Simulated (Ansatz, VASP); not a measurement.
# Cross-check of GaSb between VASP and Ansatz

Aim: how closely do two programs agree when they are given the same cell, functional and k mesh? The cell is taken from a series of runs on this material, whose earlier steps may have relaxed, scaled, displaced or heated it; both programs get it as it stands.

Method: plane waves, with VASP 6.6.1 beside it; zone-centre phonons at PBEsol, in Ansatz 0.2.0.

### 1. Set-up

Symmetry: F-43m, No. 216, cubic system. The conventional cell has a = 6.152 Å, b = 6.152 Å, c = 6.152 Å, α = 90.00°, β = 90.00°, γ = 90.00°. Ga has 4 Sb at 2.66 Å nearest. Nearest to Sb lie 4 Ga at 2.66 Å. Farther neighbours are not listed.

### 2. VASP: zone-centre phonons, PBEsol

Second derivatives magnify differences that forces hide, and they need a tight electronic threshold.

Lines of VASP's logs that name or quote its potential files are left out, and so is its time.

Contents of INCAR:

```
SYSTEM = GaSb
PREC = Accurate
ENCUT = 500
EDIFF = 1E-08
NELM = 120
ISMEAR = 0
SIGMA = 0.015
LREAL = .FALSE.
ALGO = Normal
GGA = PS
NBANDS = 15
LORBIT = 11
LWAVE = .FALSE.
LCHARG = .FALSE.
ISIF = 2
ISYM = 2
IBRION = 8
LASPH = .TRUE.
GGA_COMPAT = .FALSE.
EFERMI = MIDGAP
KPAR = 2
```

Contents of POSCAR:

```
GaSb
1.0
   -0.0006444856      3.0757062905      3.0757062905
    3.0757062905     -0.0006444856      3.0757062905
    3.0757062905      3.0757062905     -0.0006444856
Ga Sb
1 1
Direct
    0.0000412973      0.0000412973      0.0000412973
    0.7499587027      0.7499587027      0.7499587027
```

Contents of KPOINTS:

```
Points of the shifted mesh
1728
Reciprocal
 0.0416666667  0.0416666667  0.0416666667 1
 0.0416666667  0.0416666667  0.1250000000 1
 0.0416666667  0.0416666667  0.2083333333 1
 0.0416666667  0.0416666667  0.2916666667 1
 0.0416666667  0.0416666667  0.3750000000 1
 0.0416666667  0.0416666667  0.4583333333 1
 0.0416666667  0.0416666667  0.5416666667 1
 0.0416666667  0.0416666667  0.6250000000 1
 0.0416666667  0.0416666667  0.7083333333 1
 0.0416666667  0.0416666667  0.7916666667 1
 0.0416666667  0.0416666667  0.8750000000 1
 0.0416666667  0.0416666667  0.9583333333 1
 0.0416666667  0.1250000000  0.0416666667 1
 0.0416666667  0.1250000000  0.1250000000 1
 0.0416666667  0.1250000000  0.2083333333 1
 0.0416666667  0.1250000000  0.2916666667 1
 0.0416666667  0.1250000000  0.3750000000 1
 0.0416666667  0.1250000000  0.4583333333 1
 0.0416666667  0.1250000000  0.5416666667 1
 0.0416666667  0.1250000000  0.6250000000 1
 0.0416666667  0.1250000000  0.7083333333 1
 0.0416666667  0.1250000000  0.7916666667 1
 0.0416666667  0.1250000000  0.8750000000 1
 0.0416666667  0.1250000000  0.9583333333 1
 0.0416666667  0.2083333333  0.0416666667 1
 0.0416666667  0.2083333333  0.1250000000 1
 0.0416666667  0.2083333333  0.2083333333 1
 0.0416666667  0.2083333333  0.2916666667 1
 0.0416666667  0.2083333333  0.3750000000 1
 0.0416666667  0.2083333333  0.4583333333 1
 0.0416666667  0.2083333333  0.5416666667 1
 0.0416666667  0.2083333333  0.6250000000 1
 0.0416666667  0.2083333333  0.7083333333 1
 0.0416666667  0.2083333333  0.7916666667 1
 0.0416666667  0.2083333333  0.8750000000 1
 0.0416666667  0.2083333333  0.9583333333 1
 0.0416666667  0.2916666667  0.0416666667 1
 0.0416666667  0.2916666667  0.1250000000 1
 0.0416666667  0.2916666667  0.2083333333 1
 0.0416666667  0.2916666667  0.2916666667 1
 0.0416666667  0.2916666667  0.3750000000 1
 0.0416666667  0.2916666667  0.4583333333 1
 0.0416666667  0.2916666667  0.5416666667 1
 0.0416666667  0.2916666667  0.6250000000 1
 0.0416666667  0.2916666667  0.7083333333 1
 0.0416666667  0.2916666667  0.7916666667 1
 0.0416666667  0.2916666667  0.8750000000 1
 0.0416666667  0.2916666667  0.9583333333 1
 0.0416666667  0.3750000000  0.0416666667 1
 0.0416666667  0.3750000000  0.1250000000 1
 0.0416666667  0.3750000000  0.2083333333 1
 0.0416666667  0.3750000000  0.2916666667 1
 0.0416666667  0.3750000000  0.3750000000 1
 0.0416666667  0.3750000000  0.4583333333 1
 0.0416666667  0.3750000000  0.5416666667 1
 0.0416666667  0.3750000000  0.6250000000 1
 0.0416666667  0.3750000000  0.7083333333 1
 0.0416666667  0.3750000000  0.7916666667 1
 0.0416666667  0.3750000000  0.8750000000 1
 0.0416666667  0.3750000000  0.9583333333 1
 0.0416666667  0.4583333333  0.0416666667 1
 0.0416666667  0.4583333333  0.1250000000 1
 0.0416666667  0.4583333333  0.2083333333 1
 0.0416666667  0.4583333333  0.2916666667 1
 0.0416666667  0.4583333333  0.3750000000 1
 0.0416666667  0.4583333333  0.4583333333 1
 0.0416666667  0.4583333333  0.5416666667 1
 0.0416666667  0.4583333333  0.6250000000 1
 0.0416666667  0.4583333333  0.7083333333 1
 0.0416666667  0.4583333333  0.7916666667 1
 0.0416666667  0.4583333333  0.8750000000 1
 0.0416666667  0.4583333333  0.9583333333 1
 0.0416666667  0.5416666667  0.0416666667 1
 0.0416666667  0.5416666667  0.1250000000 1
 0.0416666667  0.5416666667  0.2083333333 1
 0.0416666667  0.5416666667  0.2916666667 1
 0.0416666667  0.5416666667  0.3750000000 1
 0.0416666667  0.5416666667  0.4583333333 1
 0.0416666667  0.5416666667  0.5416666667 1
 0.0416666667  0.5416666667  0.6250000000 1
 0.0416666667  0.5416666667  0.7083333333 1
 0.0416666667  0.5416666667  0.7916666667 1
 0.0416666667  0.5416666667  0.8750000000 1
 0.0416666667  0.5416666667  0.9583333333 1
 0.0416666667  0.6250000000  0.0416666667 1
 0.0416666667  0.6250000000  0.1250000000 1
 0.0416666667  0.6250000000  0.2083333333 1
 0.0416666667  0.6250000000  0.2916666667 1
 0.0416666667  0.6250000000  0.3750000000 1
 0.0416666667  0.6250000000  0.4583333333 1
 0.0416666667  0.6250000000  0.5416666667 1
 0.0416666667  0.6250000000  0.6250000000 1
 0.0416666667  0.6250000000  0.7083333333 1
 0.0416666667  0.6250000000  0.7916666667 1
 0.0416666667  0.6250000000  0.8750000000 1
 0.0416666667  0.6250000000  0.9583333333 1
 0.0416666667  0.7083333333  0.0416666667 1
 0.0416666667  0.7083333333  0.1250000000 1
 0.0416666667  0.7083333333  0.2083333333 1
 0.0416666667  0.7083333333  0.2916666667 1
 0.0416666667  0.7083333333  0.3750000000 1
 0.0416666667  0.7083333333  0.4583333333 1
 0.0416666667  0.7083333333  0.5416666667 1
 0.0416666667  0.7083333333  0.6250000000 1
 0.0416666667  0.7083333333  0.7083333333 1
 0.0416666667  0.7083333333  0.7916666667 1
 0.0416666667  0.7083333333  0.8750000000 1
 0.0416666667  0.7083333333  0.9583333333 1
 0.0416666667  0.7916666667  0.0416666667 1
 0.0416666667  0.7916666667  0.1250000000 1
 0.0416666667  0.7916666667  0.2083333333 1
 0.0416666667  0.7916666667  0.2916666667 1
[... 1390 lines left out ...]
 0.8750000000  0.4583333333  0.1250000000 1
 0.8750000000  0.4583333333  0.2083333333 1
 0.8750000000  0.4583333333  0.2916666667 1
 0.8750000000  0.4583333333  0.3750000000 1
 0.8750000000  0.4583333333  0.4583333333 1
 0.8750000000  0.4583333333  0.5416666667 1
 0.8750000000  0.4583333333  0.6250000000 1
 0.8750000000  0.4583333333  0.7083333333 1
 0.8750000000  0.4583333333  0.7916666667 1
 0.8750000000  0.4583333333  0.8750000000 1
 0.8750000000  0.4583333333  0.9583333333 1
 0.8750000000  0.5416666667  0.0416666667 1
 0.8750000000  0.5416666667  0.1250000000 1
 0.8750000000  0.5416666667  0.2083333333 1
 0.8750000000  0.5416666667  0.2916666667 1
 0.8750000000  0.5416666667  0.3750000000 1
 0.8750000000  0.5416666667  0.4583333333 1
 0.8750000000  0.5416666667  0.5416666667 1
 0.8750000000  0.5416666667  0.6250000000 1
 0.8750000000  0.5416666667  0.7083333333 1
 0.8750000000  0.5416666667  0.7916666667 1
 0.8750000000  0.5416666667  0.8750000000 1
 0.8750000000  0.5416666667  0.9583333333 1
 0.8750000000  0.6250000000  0.0416666667 1
 0.8750000000  0.6250000000  0.1250000000 1
 0.8750000000  0.6250000000  0.2083333333 1
 0.8750000000  0.6250000000  0.2916666667 1
 0.8750000000  0.6250000000  0.3750000000 1
 0.8750000000  0.6250000000  0.4583333333 1
 0.8750000000  0.6250000000  0.5416666667 1
 0.8750000000  0.6250000000  0.6250000000 1
 0.8750000000  0.6250000000  0.7083333333 1
 0.8750000000  0.6250000000  0.7916666667 1
 0.8750000000  0.6250000000  0.8750000000 1
 0.8750000000  0.6250000000  0.9583333333 1
 0.8750000000  0.7083333333  0.0416666667 1
 0.8750000000  0.7083333333  0.1250000000 1
 0.8750000000  0.7083333333  0.2083333333 1
 0.8750000000  0.7083333333  0.2916666667 1
 0.8750000000  0.7083333333  0.3750000000 1
 0.8750000000  0.7083333333  0.4583333333 1
 0.8750000000  0.7083333333  0.5416666667 1
 0.8750000000  0.7083333333  0.6250000000 1
 0.8750000000  0.7083333333  0.7083333333 1
 0.8750000000  0.7083333333  0.7916666667 1
 0.8750000000  0.7083333333  0.8750000000 1
 0.8750000000  0.7083333333  0.9583333333 1
 0.8750000000  0.7916666667  0.0416666667 1
 0.8750000000  0.7916666667  0.1250000000 1
 0.8750000000  0.7916666667  0.2083333333 1
 0.8750000000  0.7916666667  0.2916666667 1
 0.8750000000  0.7916666667  0.3750000000 1
 0.8750000000  0.7916666667  0.4583333333 1
 0.8750000000  0.7916666667  0.5416666667 1
 0.8750000000  0.7916666667  0.6250000000 1
 0.8750000000  0.7916666667  0.7083333333 1
 0.8750000000  0.7916666667  0.7916666667 1
 0.8750000000  0.7916666667  0.8750000000 1
 0.8750000000  0.7916666667  0.9583333333 1
 0.8750000000  0.8750000000  0.0416666667 1
 0.8750000000  0.8750000000  0.1250000000 1
 0.8750000000  0.8750000000  0.2083333333 1
 0.8750000000  0.8750000000  0.2916666667 1
 0.8750000000  0.8750000000  0.3750000000 1
 0.8750000000  0.8750000000  0.4583333333 1
 0.8750000000  0.8750000000  0.5416666667 1
 0.8750000000  0.8750000000  0.6250000000 1
 0.8750000000  0.8750000000  0.7083333333 1
 0.8750000000  0.8750000000  0.7916666667 1
 0.8750000000  0.8750000000  0.8750000000 1
 0.8750000000  0.8750000000  0.9583333333 1
 0.8750000000  0.9583333333  0.0416666667 1
 0.8750000000  0.9583333333  0.1250000000 1
 0.8750000000  0.9583333333  0.2083333333 1
 0.8750000000  0.9583333333  0.2916666667 1
 0.8750000000  0.9583333333  0.3750000000 1
 0.8750000000  0.9583333333  0.4583333333 1
 0.8750000000  0.9583333333  0.5416666667 1
 0.8750000000  0.9583333333  0.6250000000 1
 0.8750000000  0.9583333333  0.7083333333 1
 0.8750000000  0.9583333333  0.7916666667 1
 0.8750000000  0.9583333333  0.8750000000 1
 0.8750000000  0.9583333333  0.9583333333 1
 0.9583333333  0.0416666667  0.0416666667 1
 0.9583333333  0.0416666667  0.1250000000 1
 0.9583333333  0.0416666667  0.2083333333 1
 0.9583333333  0.0416666667  0.2916666667 1
 0.9583333333  0.0416666667  0.3750000000 1
 0.9583333333  0.0416666667  0.4583333333 1
 0.9583333333  0.0416666667  0.5416666667 1
 0.9583333333  0.0416666667  0.6250000000 1
 0.9583333333  0.0416666667  0.7083333333 1
 0.9583333333  0.0416666667  0.7916666667 1
 0.9583333333  0.0416666667  0.8750000000 1
 0.9583333333  0.0416666667  0.9583333333 1
 0.9583333333  0.1250000000  0.0416666667 1
 0.9583333333  0.1250000000  0.1250000000 1
 0.9583333333  0.1250000000  0.2083333333 1
 0.9583333333  0.1250000000  0.2916666667 1
 0.9583333333  0.1250000000  0.3750000000 1
 0.9583333333  0.1250000000  0.4583333333 1
 0.9583333333  0.1250000000  0.5416666667 1
 0.9583333333  0.1250000000  0.6250000000 1
 0.9583333333  0.1250000000  0.7083333333 1
 0.9583333333  0.1250000000  0.7916666667 1
 0.9583333333  0.1250000000  0.8750000000 1
 0.9583333333  0.1250000000  0.9583333333 1
 0.9583333333  0.2083333333  0.0416666667 1
 0.9583333333  0.2083333333  0.1250000000 1
 0.9583333333  0.2083333333  0.2083333333 1
 0.9583333333  0.2083333333  0.2916666667 1
 0.9583333333  0.2083333333  0.3750000000 1
 0.9583333333  0.2083333333  0.4583333333 1
 0.9583333333  0.2083333333  0.5416666667 1
 0.9583333333  0.2083333333  0.6250000000 1
 0.9583333333  0.2083333333  0.7083333333 1
 0.9583333333  0.2083333333  0.7916666667 1
 0.9583333333  0.2083333333  0.8750000000 1
 0.9583333333  0.2083333333  0.9583333333 1
 0.9583333333  0.2916666667  0.0416666667 1
 0.9583333333  0.2916666667  0.1250000000 1
 0.9583333333  0.2916666667  0.2083333333 1
 0.9583333333  0.2916666667  0.2916666667 1
 0.9583333333  0.2916666667  0.3750000000 1
 0.9583333333  0.2916666667  0.4583333333 1
 0.9583333333  0.2916666667  0.5416666667 1
 0.9583333333  0.2916666667  0.6250000000 1
 0.9583333333  0.2916666667  0.7083333333 1
 0.9583333333  0.2916666667  0.7916666667 1
 0.9583333333  0.2916666667  0.8750000000 1
 0.9583333333  0.2916666667  0.9583333333 1
 0.9583333333  0.3750000000  0.0416666667 1
 0.9583333333  0.3750000000  0.1250000000 1
 0.9583333333  0.3750000000  0.2083333333 1
 0.9583333333  0.3750000000  0.2916666667 1
 0.9583333333  0.3750000000  0.3750000000 1
 0.9583333333  0.3750000000  0.4583333333 1
 0.9583333333  0.3750000000  0.5416666667 1
 0.9583333333  0.3750000000  0.6250000000 1
 0.9583333333  0.3750000000  0.7083333333 1
 0.9583333333  0.3750000000  0.7916666667 1
 0.9583333333  0.3750000000  0.8750000000 1
 0.9583333333  0.3750000000  0.9583333333 1
 0.9583333333  0.4583333333  0.0416666667 1
 0.9583333333  0.4583333333  0.1250000000 1
 0.9583333333  0.4583333333  0.2083333333 1
 0.9583333333  0.4583333333  0.2916666667 1
 0.9583333333  0.4583333333  0.3750000000 1
 0.9583333333  0.4583333333  0.4583333333 1
 0.9583333333  0.4583333333  0.5416666667 1
 0.9583333333  0.4583333333  0.6250000000 1
 0.9583333333  0.4583333333  0.7083333333 1
 0.9583333333  0.4583333333  0.7916666667 1
 0.9583333333  0.4583333333  0.8750000000 1
 0.9583333333  0.4583333333  0.9583333333 1
 0.9583333333  0.5416666667  0.0416666667 1
 0.9583333333  0.5416666667  0.1250000000 1
 0.9583333333  0.5416666667  0.2083333333 1
 0.9583333333  0.5416666667  0.2916666667 1
 0.9583333333  0.5416666667  0.3750000000 1
 0.9583333333  0.5416666667  0.4583333333 1
 0.9583333333  0.5416666667  0.5416666667 1
 0.9583333333  0.5416666667  0.6250000000 1
 0.9583333333  0.5416666667  0.7083333333 1
 0.9583333333  0.5416666667  0.7916666667 1
 0.9583333333  0.5416666667  0.8750000000 1
 0.9583333333  0.5416666667  0.9583333333 1
 0.9583333333  0.6250000000  0.0416666667 1
 0.9583333333  0.6250000000  0.1250000000 1
 0.9583333333  0.6250000000  0.2083333333 1
 0.9583333333  0.6250000000  0.2916666667 1
 0.9583333333  0.6250000000  0.3750000000 1
 0.9583333333  0.6250000000  0.4583333333 1
 0.9583333333  0.6250000000  0.5416666667 1
 0.9583333333  0.6250000000  0.6250000000 1
 0.9583333333  0.6250000000  0.7083333333 1
 0.9583333333  0.6250000000  0.7916666667 1
 0.9583333333  0.6250000000  0.8750000000 1
 0.9583333333  0.6250000000  0.9583333333 1
 0.9583333333  0.7083333333  0.0416666667 1
 0.9583333333  0.7083333333  0.1250000000 1
 0.9583333333  0.7083333333  0.2083333333 1
 0.9583333333  0.7083333333  0.2916666667 1
 0.9583333333  0.7083333333  0.3750000000 1
 0.9583333333  0.7083333333  0.4583333333 1
 0.9583333333  0.7083333333  0.5416666667 1
 0.9583333333  0.7083333333  0.6250000000 1
 0.9583333333  0.7083333333  0.7083333333 1
 0.9583333333  0.7083333333  0.7916666667 1
 0.9583333333  0.7083333333  0.8750000000 1
 0.9583333333  0.7083333333  0.9583333333 1
 0.9583333333  0.7916666667  0.0416666667 1
 0.9583333333  0.7916666667  0.1250000000 1
 0.9583333333  0.7916666667  0.2083333333 1
 0.9583333333  0.7916666667  0.2916666667 1
 0.9583333333  0.7916666667  0.3750000000 1
 0.9583333333  0.7916666667  0.4583333333 1
 0.9583333333  0.7916666667  0.5416666667 1
 0.9583333333  0.7916666667  0.6250000000 1
 0.9583333333  0.7916666667  0.7083333333 1
 0.9583333333  0.7916666667  0.7916666667 1
 0.9583333333  0.7916666667  0.8750000000 1
 0.9583333333  0.7916666667  0.9583333333 1
 0.9583333333  0.8750000000  0.0416666667 1
 0.9583333333  0.8750000000  0.1250000000 1
 0.9583333333  0.8750000000  0.2083333333 1
 0.9583333333  0.8750000000  0.2916666667 1
 0.9583333333  0.8750000000  0.3750000000 1
 0.9583333333  0.8750000000  0.4583333333 1
 0.9583333333  0.8750000000  0.5416666667 1
 0.9583333333  0.8750000000  0.6250000000 1
 0.9583333333  0.8750000000  0.7083333333 1
 0.9583333333  0.8750000000  0.7916666667 1
 0.9583333333  0.8750000000  0.8750000000 1
 0.9583333333  0.8750000000  0.9583333333 1
 0.9583333333  0.9583333333  0.0416666667 1
 0.9583333333  0.9583333333  0.1250000000 1
 0.9583333333  0.9583333333  0.2083333333 1
 0.9583333333  0.9583333333  0.2916666667 1
 0.9583333333  0.9583333333  0.3750000000 1
 0.9583333333  0.9583333333  0.4583333333 1
 0.9583333333  0.9583333333  0.5416666667 1
 0.9583333333  0.9583333333  0.6250000000 1
 0.9583333333  0.9583333333  0.7083333333 1
 0.9583333333  0.9583333333  0.7916666667 1
 0.9583333333  0.9583333333  0.8750000000 1
 0.9583333333  0.9583333333  0.9583333333 1
```

PAW data sets: Ga_d and Sb (PBE family, release 64).

Command:

```bash
$ mpirun -np 2 vasp_std
```

Numbers of over 12 decimals in the logs are rounded to 6 here.

Log:

```text
[banner, memory and clock lines left out]
running    2 mpi-ranks, on    1 nodes
[...]
|                                                                             |
|               ----> ADVICE to this user running VASP <----                  |
|                                                                             |
|     You enforced a specific xc type in the INCAR file but a different       |
|     [... a line on the potential file left out ...]
|     I HOPE YOU KNOW WHAT YOU ARE DOING!                                     |
|                                                                             |

 LDA part: xc-table for (Slater+PW92), standard interpolation
 POSCAR, INCAR and KPOINTS ok, starting setup
[...]
entering main loop
       N       E                     dE             d eps       ncg     rms          rms(c)
DAV:   1     0.793493760485E+02    0.79349E+02   -0.84920E+03 52494   0.143E+03
DAV:   2    -0.213021283543E+01   -0.81480E+02   -0.78641E+02 60254   0.298E+02
DAV:   3    -0.814031158983E+01   -0.60101E+01   -0.59913E+01 62214   0.668E+01
DAV:   4    -0.824591769226E+01   -0.10561E+00   -0.10559E+00 63742   0.997E+00
DAV:   5    -0.824850221297E+01   -0.25845E-02   -0.25845E-02 67137   0.137E+00    0.306E+00
DAV:   6    -0.817725707117E+01    0.71245E-01   -0.86905E-02 67801   0.516E+00    0.179E+00
DAV:   7    -0.815261834949E+01    0.24639E-01   -0.42293E-02 64591   0.193E+00    0.359E-01
DAV:   8    -0.815262117099E+01   -0.28215E-05   -0.48052E-03 68181   0.868E-01    0.937E-02
[...]
DAV:  12    -0.815291149869E+01   -0.16932E-06   -0.51616E-07 68537   0.737E-03    0.546E-04
DAV:  13    -0.815291148109E+01    0.17591E-07   -0.37005E-08 59466   0.136E-03    0.426E-04
DAV:  14    -0.815291152889E+01   -0.47795E-07   -0.42232E-09 54431   0.744E-04    0.614E-05
DAV:  15    -0.815291152992E+01   -0.10286E-08   -0.45820E-10 34985   0.250E-04
   1 F= -.81529115E+01 E0= -.81529115E+01  d E =-.331083E-65
 Linear response reoptimize wavefunctions to high precision
DAV:   1    -0.815291152503E+01    0.48885E-08   -0.11707E-10 37757   0.125E-04
DAV:   2    -0.815291152503E+01   -0.45475E-11   -0.30465E-11 30939   0.584E-05
 Linear response DOF=           2
 Linear response progress:
  Degree of freedom:   1/  2
       N       E                     dE             d eps       ncg     rms          rms(c)
RMM:   1    -0.165876659754E+00   -0.16588E+00    0.64382E-02 64658   0.797E+00
RMM:   2    -0.164796455010E+00    0.10802E-02   -0.27386E-02 97663   0.135E+00    0.382E-02
RMM:   3    -0.164879148445E+00   -0.82693E-04   -0.35361E-03101785   0.428E-01    0.252E-02
RMM:   4    -0.164754708597E+00    0.12444E-03   -0.14599E-03110473   0.197E-01    0.129E-02
RMM:   5    -0.164751490025E+00    0.32186E-05   -0.62387E-05107384   0.530E-02    0.428E-03
RMM:   6    -0.164756306467E+00   -0.48164E-05   -0.76155E-06109531   0.228E-02    0.443E-04
RMM:   7    -0.164753584807E+00    0.27217E-05    0.73785E-07105815   0.969E-03    0.473E-04
RMM:   8    -0.164756587532E+00   -0.30027E-05   -0.87253E-07106266   0.457E-03    0.174E-04
[...]
RMM:  14    -0.164759222588E+00   -0.59882E-07    0.27977E-08107325   0.768E-05    0.173E-06
RMM:  15    -0.164759201546E+00    0.21042E-07    0.37156E-08101640   0.461E-05    0.173E-06
RMM:  16    -0.164759218797E+00   -0.17251E-07    0.66896E-09103976   0.299E-05    0.260E-07
RMM:  17    -0.164759223815E+00   -0.50185E-08    0.41772E-09 87959   0.218E-05    0.877E-08
 first order change of Fermi-energy  -0.62445E+00
 force on displaced ion       1 direction 1 :  -7.620  -0.001  -0.001
 Linear response progress:
  Degree of freedom:   2/  2
       N       E                     dE             d eps       ncg     rms          rms(c)
RMM:   1    -0.282909404848E-01   -0.28291E-01    0.76843E-03104920   0.133E+00
RMM:   2    -0.257084612144E-01    0.25825E-02   -0.34056E-03 95173   0.368E-01    0.647E-02
RMM:   3    -0.256486897061E-01    0.59772E-04   -0.19488E-04105093   0.987E-02    0.354E-02
RMM:   4    -0.256916160633E-01   -0.42926E-04   -0.40401E-05104848   0.431E-02    0.438E-03
RMM:   5    -0.257013447465E-01   -0.97287E-05   -0.56632E-06109840   0.152E-02    0.277E-03
RMM:   6    -0.256952704617E-01    0.60743E-05   -0.91913E-07103683   0.503E-03    0.777E-04
RMM:   7    -0.256940110818E-01    0.12594E-05   -0.86453E-08108235   0.159E-03    0.260E-04
RMM:   8    -0.256933089962E-01    0.70209E-06   -0.17375E-08103523   0.581E-04    0.740E-05
RMM:   9    -0.256932292383E-01    0.79758E-07   -0.30346E-09105196   0.220E-04    0.249E-05
RMM:  10    -0.256932627043E-01   -0.33466E-07   -0.17771E-09103726   0.886E-05    0.213E-06
RMM:  11    -0.256932598312E-01    0.28731E-08   -0.88547E-10106305   0.333E-05    0.362E-06
 first order change of Fermi-energy   0.62444E+00
 force on displaced ion       2 direction 1 :  -7.628  -0.002  -0.002
 Linear response finished
```

(Continued in part 2 of 2.)

[Lines on the potential files, build, host, timing and source positions are cut from VASP's logs without a mark.]

[Logs are printed without paths, hosts, clocks, repeated set-up lines and the standing remarks that a program may print on its own settings, such as how far it seeks lower states.]

[Hosts, paths, dates, database ids (printed as entryN), source tags and the programs' standing remarks are cut or masked in the printed files.]
